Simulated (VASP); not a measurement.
OSZICAR of a VASP run on Tb (space group P6_3/mmc):

File OSZICAR:
```
       N       E                     dE             d eps       ncg     rms          rms(c)
DAV:   1     0.118959186604E+04    0.11896E+04   -0.24015E+04  4760   0.235E+03
DAV:   2     0.367211932694E+03   -0.82238E+03   -0.66265E+03  4888   0.438E+02
DAV:   3     0.247416805357E+02   -0.34247E+03   -0.31856E+03  4462   0.196E+02
DAV:   4    -0.408564027968E+02   -0.65598E+02   -0.61920E+02  6620   0.804E+01
DAV:   5    -0.495220402522E+02   -0.86656E+01   -0.83893E+01  7468   0.323E+01    0.119E+02
DAV:   6    -0.152563949449E+03   -0.10304E+03   -0.23267E+02  4768   0.168E+02    0.331E+02
DAV:   7    -0.121295668999E+03    0.31268E+02   -0.56017E+01  5472   0.326E+01    0.284E+02
DAV:   8    -0.126461780422E+03   -0.51661E+01   -0.70648E+01  4904   0.330E+01    0.280E+02
DAV:   9    -0.130742882067E+03   -0.42811E+01   -0.77542E+00  6392   0.104E+01    0.282E+02
DAV:  10    -0.184242018547E+03   -0.53499E+02   -0.12473E+01  5208   0.204E+01    0.312E+02
DAV:  11    -0.266553294773E+03   -0.82311E+02   -0.27550E+01  6134   0.226E+01    0.475E+02
DAV:  12    -0.233884582295E+03    0.32669E+02   -0.12059E+02  5578   0.651E+01    0.397E+02
DAV:  13    -0.851994855671E+02    0.14869E+03   -0.70067E+01  6790   0.363E+01    0.190E+02
DAV:  14    -0.752092801182E+02    0.99902E+01   -0.14052E+01  7268   0.207E+01    0.146E+02
DAV:  15    -0.888470813429E+02   -0.13638E+02   -0.12406E+01  6192   0.237E+01    0.156E+02
DAV:  16    -0.742253732026E+02    0.14622E+02   -0.12544E+01  6296   0.183E+01    0.939E+01
DAV:  17    -0.775300237462E+02   -0.33047E+01   -0.31657E+00  7054   0.906E+00    0.847E+01
DAV:  18    -0.746501937570E+02    0.28798E+01   -0.20670E+00  7108   0.637E+00    0.701E+01
DAV:  19    -0.751655049053E+02   -0.51531E+00   -0.45124E-01  7100   0.407E+00    0.673E+01
DAV:  20    -0.738738590536E+02    0.12916E+01   -0.17341E+00  6380   0.510E+00    0.701E+01
DAV:  21    -0.714343278721E+02    0.24395E+01   -0.46895E-01  6678   0.450E+00    0.691E+01
DAV:  22    -0.710337000472E+02    0.40063E+00   -0.25225E-01  7522   0.211E+00    0.695E+01
DAV:  23    -0.719158838184E+02   -0.88218E+00   -0.78066E-02  6768   0.194E+00    0.724E+01
DAV:  24    -0.737980442948E+02   -0.18822E+01   -0.18135E-01  5802   0.404E+00    0.769E+01
DAV:  25    -0.761860813434E+02   -0.23880E+01   -0.25153E-01  5740   0.474E+00    0.807E+01
DAV:  26    -0.776241885576E+02   -0.14381E+01   -0.16216E-01  7312   0.240E+00    0.825E+01
DAV:  27    -0.777947230842E+02   -0.17053E+00   -0.58464E-02  7276   0.640E-01    0.834E+01
DAV:  28    -0.778126054689E+02   -0.17882E-01   -0.72028E-03  7146   0.252E-01    0.838E+01
DAV:  29    -0.779972150289E+02   -0.18461E+00   -0.21872E-03  6196   0.349E-01    0.848E+01
DAV:  30    -0.783618664592E+02   -0.36465E+00   -0.51012E-03  6292   0.459E-01    0.860E+01
DAV:  31    -0.785717899076E+02   -0.20992E+00   -0.10002E-02  6140   0.527E-01    0.878E+01
DAV:  32    -0.784464623383E+02    0.12533E+00   -0.54657E-03  6326   0.405E-01    0.869E+01
DAV:  33    -0.784699382484E+02   -0.23476E-01   -0.89268E-04  7026   0.109E-01    0.868E+01
DAV:  34    -0.782738063206E+02    0.19613E+00   -0.55790E-03  5836   0.388E-01    0.862E+01
DAV:  35    -0.785644467544E+02   -0.29064E+00   -0.69027E-03  5936   0.609E-01    0.875E+01
DAV:  36    -0.767698102271E+02    0.17946E+01   -0.10434E-01  5610   0.273E+00    0.795E+01
DAV:  37    -0.742261216980E+02    0.25437E+01   -0.19282E-01  5978   0.391E+00    0.777E+01
DAV:  38    -0.729935433939E+02    0.12326E+01   -0.13172E-01  7298   0.211E+00    0.774E+01
DAV:  39    -0.728004786359E+02    0.19306E+00   -0.65524E-02  7768   0.744E-01    0.763E+01
DAV:  40    -0.736977368421E+02   -0.89726E+00   -0.45838E-02  5628   0.182E+00    0.789E+01
DAV:  41    -0.734797780760E+02    0.21796E+00   -0.51832E-03  6422   0.543E-01    0.781E+01
DAV:  42    -0.715826682023E+02    0.18971E+01   -0.10218E-01  5100   0.335E+00    0.755E+01
DAV:  43    -0.639912228769E+02    0.75914E+01   -0.33744E+00  5204   0.145E+01    0.556E+01
DAV:  44    -0.640924510031E+02   -0.10123E+00   -0.64387E-01  7064   0.250E+00    0.576E+01
DAV:  45    -0.640092263485E+02    0.83225E-01   -0.82474E-02  7066   0.104E+00    0.579E+01
DAV:  46    -0.634552331726E+02    0.55399E+00   -0.55368E-02  6554   0.135E+00    0.555E+01
DAV:  47    -0.633956131143E+02    0.59620E-01   -0.11043E-02  7016   0.362E-01    0.558E+01
DAV:  48    -0.631568520571E+02    0.23876E+00   -0.20233E-02  5832   0.621E-01    0.543E+01
DAV:  49    -0.632767649340E+02   -0.11991E+00   -0.85538E-03  6042   0.509E-01    0.548E+01
DAV:  50    -0.630794265109E+02    0.19734E+00   -0.88656E-03  6022   0.503E-01    0.541E+01
DAV:  51    -0.857171183453E+02   -0.22638E+02   -0.97931E+01  5160   0.665E+01    0.236E+02
DAV:  52    -0.782828759169E+02    0.74342E+01   -0.79913E+00  6448   0.111E+01    0.209E+02
DAV:  53    -0.738481089825E+02    0.44348E+01   -0.12619E+00  7222   0.645E+00    0.194E+02
DAV:  54    -0.706217652938E+02    0.32263E+01   -0.34929E-01  7084   0.426E+00    0.186E+02
DAV:  55    -0.707040759848E+02   -0.82311E-01   -0.13439E-01  7616   0.152E+00    0.186E+02
DAV:  56    -0.865032173479E+02   -0.15799E+02   -0.94126E-01  5994   0.791E+00    0.206E+02
DAV:  57    -0.816612368592E+02    0.48420E+01   -0.34799E-01  6350   0.452E+00    0.195E+02
DAV:  58    -0.756609588397E+02    0.60003E+01   -0.14815E-01  6340   0.345E+00    0.188E+02
DAV:  59    -0.732955340391E+02    0.23654E+01   -0.75654E-02  7018   0.173E+00    0.183E+02
DAV:  60    -0.724156176134E+02    0.87992E+00   -0.15475E-01  7240   0.194E+00    0.174E+02
DAV:  61    -0.742744036972E+02   -0.18588E+01   -0.15358E-01  6268   0.265E+00    0.179E+02
DAV:  62    -0.737233643986E+02    0.55104E+00   -0.57316E-02  6798   0.163E+00    0.175E+02
DAV:  63    -0.736770590053E+02    0.46305E-01   -0.23324E-02  7002   0.684E-01    0.175E+02
DAV:  64    -0.739134775495E+02   -0.23642E+00   -0.65507E-03  7072   0.455E-01    0.176E+02
DAV:  65    -0.740853694190E+02   -0.17189E+00   -0.24520E-02  6048   0.977E-01    0.179E+02
DAV:  66    -0.701038452702E+02    0.39815E+01   -0.49078E-01  6446   0.255E+00    0.174E+02
DAV:  67    -0.621549958471E+02    0.79488E+01   -0.17847E-01  6512   0.353E+00    0.165E+02
DAV:  68    -0.581652031359E+02    0.39898E+01   -0.31011E+00  6472   0.471E+00    0.115E+02
DAV:  69    -0.608269185253E+02   -0.26617E+01   -0.87930E-01  6656   0.616E+00    0.113E+02
DAV:  70    -0.609336824691E+02   -0.10676E+00   -0.27916E-01  6536   0.253E+00    0.111E+02
DAV:  71    -0.550286320314E+02    0.59051E+01   -0.37990E+00  5752   0.152E+01    0.611E+01
DAV:  72    -0.551296497513E+02   -0.10102E+00   -0.45503E+00  6960   0.981E+00    0.447E+01
DAV:  73    -0.553815220684E+02   -0.25187E+00   -0.91260E-01  6906   0.431E+00    0.404E+01
DAV:  74    -0.550010117859E+02    0.38051E+00   -0.10842E-01  7196   0.178E+00    0.398E+01
DAV:  75    -0.549342266681E+02    0.66785E-01   -0.44083E-02  7232   0.135E+00    0.395E+01
DAV:  76    -0.554209108494E+02   -0.48668E+00   -0.36948E-01  6060   0.765E+00    0.399E+01
DAV:  77    -0.559840805106E+02   -0.56317E+00   -0.70401E-01  6552   0.400E+00    0.429E+01
DAV:  78    -0.557558274965E+02    0.22825E+00   -0.19835E-01  6630   0.216E+00    0.409E+01
DAV:  79    -0.557281348484E+02    0.27693E-01   -0.24580E-02  7164   0.574E-01    0.409E+01
DAV:  80    -0.557975010464E+02   -0.69366E-01   -0.72963E-03  6610   0.599E-01    0.412E+01
DAV:  81    -0.580960120706E+02   -0.22985E+01   -0.11346E+01  6192   0.153E+01    0.503E+01
DAV:  82    -0.571411955635E+02    0.95482E+00   -0.25098E+00  6630   0.942E+00    0.444E+01
DAV:  83    -0.579923099278E+02   -0.85111E+00   -0.98842E-01  6696   0.548E+00    0.499E+01
DAV:  84    -0.582436064183E+02   -0.25130E+00   -0.38105E-01  7028   0.296E+00    0.485E+01
DAV:  85    -0.582541613925E+02   -0.10555E-01   -0.97311E-02  7354   0.124E+00    0.489E+01
DAV:  86    -0.571292214481E+02    0.11249E+01   -0.34189E+00  6112   0.167E+01    0.466E+01
DAV:  87    -0.567540425877E+02    0.37518E+00   -0.84465E-01  6722   0.729E+00    0.467E+01
DAV:  88    -0.564478437884E+02    0.30620E+00   -0.26266E-01  6880   0.335E+00    0.458E+01
DAV:  89    -0.567440973290E+02   -0.29625E+00   -0.38094E-01  6552   0.562E+00    0.463E+01
DAV:  90    -0.563779445853E+02    0.36615E+00   -0.43107E-01  5630   0.191E+00    0.473E+01
DAV:  91    -0.584192522399E+02   -0.20413E+01   -0.39488E+00  6350   0.216E+01    0.536E+01
DAV:  92    -0.568110090432E+02    0.16082E+01   -0.18376E+00  6380   0.117E+01    0.487E+01
DAV:  93    -0.553085080498E+02    0.15025E+01   -0.41679E+00  5996   0.903E+00    0.301E+01
DAV:  94    -0.551320284178E+02    0.17648E+00   -0.56519E-01  6546   0.469E+00    0.277E+01
DAV:  95    -0.552049846831E+02   -0.72956E-01   -0.14096E-01  7188   0.339E+00    0.251E+01
DAV:  96    -0.544768999171E+02    0.72808E+00   -0.64991E-01  6002   0.113E+01    0.174E+01
DAV:  97    -0.546675025808E+02   -0.19060E+00   -0.26742E-01  6442   0.715E+00    0.145E+01
DAV:  98    -0.551939280809E+02   -0.52643E+00   -0.19395E-01  6192   0.428E+00    0.127E+01
DAV:  99    -0.553198018398E+02   -0.12587E+00   -0.91875E-02  7108   0.201E+00    0.127E+01
DAV: 100    -0.553516995478E+02   -0.31898E-01   -0.59611E-02  7120   0.947E-01
   1 F= -.55351700E+02 E0= -.55348252E+02  d E =-.103418E-01  mag=    37.5111
```

Q: Which electronic solver shows in the log?

A: It is blocked Davidson (ALGO = Normal, or the opening steps of other solvers). The INCAR had ALGO = Normal.

Q: How was spin treated?

A: Collinear spin (ISPIN = 2): the summary line carries one mag value, 37.51 μB in the cell.

Q: Can the final energy be trusted as converged?

A: Convergence was not reached. It stopped with EDIFF = 1E-6, NELM = 100 (PBE GGA, plane waves, VASP's PBE PAW potentials (set 64)).   The run has a spin-polarised start.

The structure comes from a computed database's Tb entry; how it stands against other phases isn't given here. The cell was not relaxed at this level. The k-mesh is coarse (spacing up to 0.50 per Å, 2π included), so the numbers may not be converged in it. The run is one of a series of settings (KPOINTS 4×4×4 Γ-centred mesh against the base run), some of them coarse on purpose.
